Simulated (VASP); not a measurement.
Input:

```
CELL_PARAMETERS angstrom
      0.00000     1.78822     1.78822
      1.78822     0.00000     1.78822
      1.78822     1.78822     0.00000
ATOMIC_POSITIONS crystal
  C  0.00000 0.00000 0.00000
  C  0.25000 0.25000 0.25000
```

Level of theory: optB88-vdW, VASP's PBE PAW potentials (set 64) (plane waves; VASP). Numerical set-up: 520 eV cut-off, Gaussian smearing of 0.050 eV, potentials C.

Question: What does the run give for the band gap (along the path) with the smallest direct gap where there is one?

Answer: 
The band gap (along the path) is 4.29 eV and the smallest direct gap (along the path) is 5.66 eV.

The absolute energy has meaning only against runs of the same code, potentials and settings.

The compound is C in the diamond structure. It was relaxed first.
